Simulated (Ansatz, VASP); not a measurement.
One calculation of Sr2SO, two programs

Contents of INCAR:

```
PREC     = Accurate       # precision mode
ENCUT    = 520            # plane-wave cutoff, eV
EDIFF    = 1E-7           # SCF threshold, eV
ISMEAR   = -1             # smearing method
SIGMA    = 0.05           # smearing width, eV
LREAL    = F              # projectors in reciprocal space
LASPH    = T              # aspherical terms in the spheres
NELM     = 100            # most SCF steps
ALGO     = Normal         # electronic algorithm
ISIF     = 2              # what is computed and relaxed
LWAVE    = F              # write WAVECAR
LCHARG   = F              # write CHGCAR
GGA      = PE             # functional
NBANDS   = 24             # bands
```

KPOINTS

```
Automatic mesh
0
Gamma
  7 7 5
```

File POSCAR:

```
Sr2SO
1.0
    4.0161003636      0.0000000000      0.0000000000
    0.0000000000      4.0161003636      0.0000000000
    0.0000000000      0.0000000000      5.6796230048
Sr S O
2 1 1
Direct
    0.5000000000      0.5000000000      0.5000000000
    0.0000000000      0.0000000000      0.0000000000
    0.0000000000      0.0000000000      0.5000000000
    0.5000000000      0.5000000000      0.0000000000
```

Contents of input.yaml:

```yaml
crystal:
  lattice:
    - [4.0161003636, 0.0, 0.0]
    - [0.0, 4.0161003636, 0.0]
    - [0.0, 0.0, 5.6796230048]
  atoms:
    - { symbol: Sr, position: [0.5, 0.5, 0.5] }
    - { symbol: Sr, position: [0.0, 0.0, 0.0] }
    - { symbol: S, position: [0.0, 0.0, 0.5] }
    - { symbol: O, position: [0.5, 0.5, 0.0] }
hamiltonian:
  xc: pbe
  pseudopotentials: { kind: paw }
kpoints:
  mp_grid: { grid: [7, 7, 5] }
scf:
  occupations: { method: fermi_dirac, width: 0.05 }
output:
  forces: true
  stress: true
  eigenvalues: true
  write_density: true
  write_potential: true
  elf: true
  volumetric_format: npy
```

Change from the starting cell: volume scaled by 0.98.

Alike in both runs: task single point; functional PBE; k mesh 7 × 7 × 5; occupations fermi-dirac, width 0.05 eV; no spin polarisation.

|  | VASP | Ansatz |
| --- | --- | --- |
| version | VASP 6.6.1 | Ansatz 0.2.0 |
| potentials or method | VASP PAW PBE potentials, release 64 (Sr_sv, S, O) | Ansatz PAW |
| plane-wave cutoff (eV) | 520 | 420 |
| valence electrons in the cell | 32 | 32 |

Ansatz gave:

| Quantity | Value |
| --- | --- |
| gap on the k mesh at the Fermi level (eV) | 2.20 |
| least direct gap on the mesh (eV) | 2.20 |
| pressure (GPa) | 1.0 |
| largest component of the traceless stress (GPa) | 0.08 |

Estimate VASP's values.

gap on the k mesh at the Fermi level (eV): 2.17; least direct gap on the mesh (eV): 2.17; pressure (GPa): 1.2; largest component of the traceless stress (GPa): 0.08.

Caveats: an odd mesh through Γ misses points on the zone boundary, where band edges often lie (VASP); odd divisions of the mesh miss points on the zone boundary, where band edges often lie, so the gap on the mesh can be too wide (Ansatz).
